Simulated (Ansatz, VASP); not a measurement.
# Cross-check of Sn between VASP and Ansatz

One calculation is typed for both programs; each brings its own data sets. How far apart do they land? The cell is taken from a series of runs on this material, whose earlier steps may have relaxed, scaled, displaced or heated it; both programs get it as it stands.

Main program and level: Ansatz 0.2.0; plane waves, with VASP 6.6.1 beside it; relaxation of cell and atoms at r2SCAN.

## (1) Starting point

Symmetry: Fd-3m, No. 227, cubic system. Conventional cell: a = 6.568 Å, b = 6.568 Å, c = 6.568 Å, α = 90.00°, β = 90.00°, γ = 90.00°. Nearest to Sn lie 4 Sn at 2.84 Å.

## (2) VASP: relaxation of cell and atoms, r2SCAN

The relaxed volume is the usual yardstick between codes: in a stiff, nearly cubic crystal its relative difference is about their pressure difference at one cell divided by the bulk modulus.

Lines of VASP's logs that name or quote its potential files are left out, and so is its time.

Contents of INCAR:

```
SYSTEM = Sn
PREC = Accurate
ENCUT = 550
EDIFF = 1E-07
NELM = 120
ISMEAR = -1
SIGMA = 0.025
LREAL = .FALSE.
ALGO = Normal
METAGGA = R2SCAN
LASPH = .TRUE.
NBANDS = 20
LORBIT = 11
LWAVE = .FALSE.
LCHARG = .FALSE.
ISIF = 3
IBRION = 2
NSW = 80
EDIFFG = -0.005
GGA_COMPAT = .FALSE.
NELMIN = 4
LMIXTAU = .TRUE.
KPAR = 2
```

Contents of POSCAR:

```
Sn
1.0
    0.0000000000      3.2839970000      3.2839970000
    3.2839970000      0.0000000000      3.2839970000
    3.2839970000      3.2839970000      0.0000000000
Sn
2
Direct
    0.9999999620      0.9999999620      0.9999998098
    0.2499999619      0.2499999619      0.2499998098
```

Contents of KPOINTS:

```
Automatic mesh
0
Gamma
12 12 12
0 0 0
```

PAW data sets: Sn_d (PBE family, release 64).

Started as:

```sh
> mpirun -np 2 vasp_std
```

Numbers of over 12 decimals in the logs are rounded to 6 here.

The log of the run:

```text
[banner, memory and clock lines left out]
running    2 mpi-ranks, on    1 nodes
 distrk:  each k-point on    1 cores,    2 groups
 distr:  one band on    1 cores,    1 groups

 POSCAR found type information on POSCAR Sn
 POSCAR found :  1 types and       2 ions
|                                                                             |
|               ----> ADVICE to this user running VASP <----                  |
|                                                                             |
|     You enforced a specific xc type in the INCAR file but a different       |
|     [... a line on the potential file left out ...]
|     I HOPE YOU KNOW WHAT YOU ARE DOING!                                     |
|                                                                             |

 LDA part: xc-table for (None), standard interpolation
 POSCAR, INCAR and KPOINTS ok, starting setup
 FFT: planning ... GRIDC
 FFT: planning ... GRID_SOFT
 FFT: planning ... GRID
 WAVECAR not read
 entering main loop
       N       E                     dE             d eps       ncg     rms          rms(c)
DAV:   1     0.184825878789E+03    0.18483E+03   -0.15540E+04  2900   0.209E+03
DAV:   2    -0.290003638658E+02   -0.21383E+03   -0.20959E+03  2900   0.465E+02
DAV:   3    -0.528739124413E+02   -0.23874E+02   -0.23704E+02  3292   0.149E+02
DAV:   4    -0.536842591095E+02   -0.81035E+00   -0.80991E+00  3256   0.302E+01
DAV:   5    -0.537206334818E+02   -0.36374E-01   -0.36374E-01  4168   0.591E+00    0.471E+00
DAV:   6    -0.496151037679E+02    0.41055E+01   -0.13662E+00  3052   0.197E+01    0.226E+00
DAV:   7    -0.490239653894E+02    0.59114E+00   -0.46621E-01  2976   0.813E+00    0.866E-01
DAV:   8    -0.495513618603E+02   -0.52740E+00   -0.35395E-01  2900   0.540E+00    0.396E-01
DAV:   9    -0.494850132843E+02    0.66349E-01   -0.22397E-02  3176   0.127E+00    0.254E-01
DAV:  10    -0.494820110835E+02    0.30022E-02   -0.35885E-03  2976   0.584E-01    0.218E-01
DAV:  11    -0.494875016693E+02   -0.54906E-02   -0.50242E-03  2992   0.786E-01    0.344E-02
DAV:  12    -0.494942224985E+02   -0.67208E-02   -0.24566E-03  2896   0.550E-01    0.221E-02
DAV:  13    -0.494950359942E+02   -0.81350E-03   -0.17149E-04  3304   0.116E-01    0.138E-02
DAV:  14    -0.494960138729E+02   -0.97788E-03   -0.39908E-04  2908   0.213E-01    0.444E-03
DAV:  15    -0.494960207886E+02   -0.69157E-05   -0.43181E-05  2964   0.665E-02    0.209E-03
DAV:  16    -0.494960377177E+02   -0.16929E-04   -0.11999E-05  2932   0.327E-02    0.135E-03
DAV:  17    -0.494960441815E+02   -0.64638E-05   -0.16081E-06  2604   0.139E-02    0.160E-03
DAV:  18    -0.494960441989E+02   -0.17402E-07   -0.52757E-08  2136   0.285E-03
   1 F= -.49496044E+02 E0= -.49495977E+02  d E =-.494960E+02
 curvature:   0.00 expect dE= 0.000E+00 dE for cont linesearch  0.000E+00
 trial: gam= 0.00000 g(F)=  0.112E-40 g(S)=  0.118E-03 ort = 0.000E+00 (trialstep = 0.100E+01)
 search vector abs. value=  0.118E-03
 bond charge predicted
       N       E                     dE             d eps       ncg     rms          rms(c)
DAV:   1    -0.494985593874E+02   -0.25152E-02   -0.53528E-02  3360   0.377E+00    0.271E-01
DAV:   2    -0.494965210155E+02    0.20384E-02   -0.32861E-03  3748   0.941E-01    0.123E-01
DAV:   3    -0.494960138116E+02    0.50720E-03   -0.13509E-03  3744   0.574E-01    0.193E-02
DAV:   4    -0.494959545647E+02    0.59247E-04   -0.15930E-04  2896   0.122E-01    0.470E-03
DAV:   5    -0.494960444665E+02   -0.89902E-04   -0.43462E-05  2892   0.605E-02    0.260E-03
DAV:   6    -0.494960148386E+02    0.29628E-04   -0.17219E-05  2888   0.408E-02    0.296E-03
DAV:   7    -0.494960381031E+02   -0.23265E-04   -0.42584E-06  2924   0.201E-02    0.119E-03
DAV:   8    -0.494960446210E+02   -0.65179E-05   -0.27877E-06  2896   0.152E-02    0.362E-04
DAV:   9    -0.494960465200E+02   -0.18990E-05   -0.28694E-07  2536   0.625E-03    0.687E-04
DAV:  10    -0.494960457878E+02    0.73223E-06   -0.42049E-08  1796   0.294E-03    0.139E-04
DAV:  11    -0.494960458296E+02   -0.41819E-07   -0.16997E-08  1592   0.118E-03
   2 F= -.49496046E+02 E0= -.49495983E+02  d E =-.163069E-05
 trial-energy change:   -0.000002  1 .order   -0.000017   -0.000118    0.000084
 step:   0.4707(harm=  0.5835)  dis= 0.00000  next Energy=   -49.496070 (dE=-0.262E-04)
 bond charge predicted
       N       E                     dE             d eps       ncg     rms          rms(c)
DAV:   1    -0.494967706655E+02   -0.72488E-03   -0.15089E-02  3364   0.201E+00    0.143E-01
DAV:   2    -0.494962160185E+02    0.55465E-03   -0.91281E-04  3752   0.496E-01    0.651E-02
DAV:   3    -0.494960656822E+02    0.15034E-03   -0.38024E-04  3744   0.304E-01    0.102E-02
DAV:   4    -0.494960460473E+02    0.19635E-04   -0.45850E-05  2896   0.648E-02    0.249E-03
DAV:   5    -0.494960656263E+02   -0.19579E-04   -0.12621E-05  2892   0.321E-02    0.137E-03
DAV:   6    -0.494960621407E+02    0.34856E-05   -0.44807E-06  2896   0.207E-02    0.156E-03
DAV:   7    -0.494960645709E+02   -0.24302E-05   -0.11647E-06  2904   0.104E-02    0.623E-04
DAV:   8    -0.494960658508E+02   -0.12798E-05   -0.71749E-07  2320   0.782E-03    0.220E-04
DAV:   9    -0.494960649372E+02    0.91361E-06   -0.10823E-07  2488   0.420E-03    0.332E-04
DAV:  10    -0.494960653367E+02   -0.39950E-06   -0.14513E-08  1504   0.157E-03    0.846E-05
DAV:  11    -0.494960654074E+02   -0.70689E-07   -0.63503E-09  1476   0.101E-03
   3 F= -.49496065E+02 E0= -.49496000E+02  d E =-.212085E-04
 curvature:  -0.27 expect dE=-0.176E-07 dE for cont linesearch -0.176E-07
 trial: gam=-0.02294 g(F)=  0.444E-40 g(S)=  0.651E-07 ort = 0.277E-05 (trialstep = 0.894E+00)
 search vector abs. value=  0.136E-09
 reached required accuracy - stopping structural energy minimisation
```

Parts of OUTCAR (step 2):

```text
ion  position               nearest neighbor table
   1  1.000  1.000  1.000-   2 2.84   2 2.84   2 2.84   2 2.84
   2  0.250  0.250  0.250-   1 2.84   1 2.84   1 2.84   1 2.84

  LATTYP: Found a face centered cubic cell.
 ALAT       =     6.5679940000

 Subroutine GETGRP returns: Found 48 space group operations
 (whereof 24 operations were pure point group operations)

The static configuration has the point symmetry T_d .
 The point group associated with its full space group is O_h .

 Found     72 irreducible k-points:

   k-points           NKPTS =     72   k-points in BZ     NKDIM =     72   number of bands    NBANDS=     20

   dimension x,y,z NGX =    36 NGY =   36 NGZ =   36
   dimension x,y,z NGXF=    72 NGYF=   72 NGZF=   72

   ENCUT  =  550.0 eV  40.42 Ry    6.36 a.u.   8.88  8.88  8.88*2*pi/ulx,y,z

   NELECT =      28.0000    total number of electrons

 k-points in reciprocal lattice and weights: Automatic mesh
   0.00000000  0.00000000  0.00000000       0.001
   0.08333333  0.00000000  0.00000000       0.005
   0.16666667  0.00000000  0.00000000       0.005
   0.25000000  0.00000000  0.00000000       0.005
   0.33333333  0.00000000  0.00000000       0.005
   0.41666667  0.00000000  0.00000000       0.005
   0.50000000  0.00000000  0.00000000       0.002
   0.08333333  0.08333333  0.00000000       0.003
   0.16666667  0.08333333  0.00000000       0.014
[...]
-0.33333333  0.50000000  0.16666667       0.007
  -0.25000000  0.50000000  0.25000000       0.003

 average (electrostatic) potential at core
       1-107.3483       2-107.3483

 E-fermi :   5.2227

 k-point     1 :       0.0000    0.0000    0.0000
  band No.  band energies     occupation
    ...
     11      -5.6803      2.00000
     12       4.6025      2.00000
     13       5.2199      1.05616
     14       5.2199      1.05615
     15       5.2199      1.05614
     16       7.4337      0.00000
     17       7.4337      0.00000
     18       7.4337      0.00000
     19      10.5812      0.00000
     20      13.3959      0.00000

 k-point     2 :       0.0833    0.0000    0.0000
  band No.  band energies     occupation
    ...
     10     -16.7399      2.00000
     11      -5.6116      2.00000
     12       3.6236      2.00000
     13       5.0793      1.99356
     14       5.0793      1.99356
     15       5.7470      0.00000
     16       7.6161      0.00000
     17       7.6161      0.00000
     18       7.7435      0.00000
     19      10.9320      0.00000
    ...

 k-point     3 :       0.1667    0.0000    0.0000
  band No.  band energies     occupation
    ...
     10     -16.7280      2.00000
     11      -5.4086      2.00000
     12       2.3170      2.00000
     13       4.7759      2.00000
     14       4.7759      2.00000
     15       5.8207      0.00000
     16       8.0079      0.00000
     17       8.0079      0.00000
     18       8.6778      0.00000
     19      11.6724      0.00000
    ...

  Total       -0.0009484     -0.0009484     -0.0009484      0.0000000      0.0000000     -0.0000000
  in kB       -0.0214802     -0.0214802     -0.0214802      0.0000000      0.0000000     -0.0000000
  external PRESSURE =      -0.0214802 kB  Pullay stress =       0.0000000 kB

  energy-cutoff  :      550.00
  volume of cell :       70.74
      direct lattice vectors                 reciprocal lattice vectors
    -0.000000000  3.282491990  3.282491990    -0.152323296  0.152323296  0.152323296
     3.282491990  0.000000000  3.282491990     0.152323296 -0.152323296  0.152323296
     3.282491990  3.282491990  0.000000000     0.152323296  0.152323296 -0.152323296

 POSITION                                       TOTAL-FORCE (eV/Angst)
 -----------------------------------------------------------------------------------
      6.56498      6.56498      6.56498        -0.000000     -0.000000     -0.000000
      1.64125      1.64125      1.64125         0.000000      0.000000      0.000000
 -----------------------------------------------------------------------------------
    total drift:                                0.000346      0.000346     -0.000088

  FREE ENERGIE OF THE ION-ELECTRON SYSTEM (eV)
  ---------------------------------------------------
  free  energy   TOTEN  =       -49.4960654074 eV

  energy  without entropy=      -49.4959353475  energy(sigma->0) =      -49.49600038

 reached required accuracy - stopping structural energy minimisation

 total charge
# of ion       s       p       d       tot
------------------------------------------
    1        1.129   1.244   9.961  12.334
    2        1.129   1.244   9.961  12.334
--------------------------------------------------
tot          2.257   2.489  19.922  24.667

[... 3 further parts left out ...]
```

[end of part 1 of 2]

[Lines on the potential files, build, host, timing and source positions are cut from VASP's logs without a mark.]

[Logs are printed without paths, hosts, clocks, repeated set-up lines and the standing remarks that a program may print on its own settings, such as how far it seeks lower states.]

[Hosts, paths, dates, database ids (printed as entryN), source tags and the programs' standing remarks are cut or masked in the printed files.]
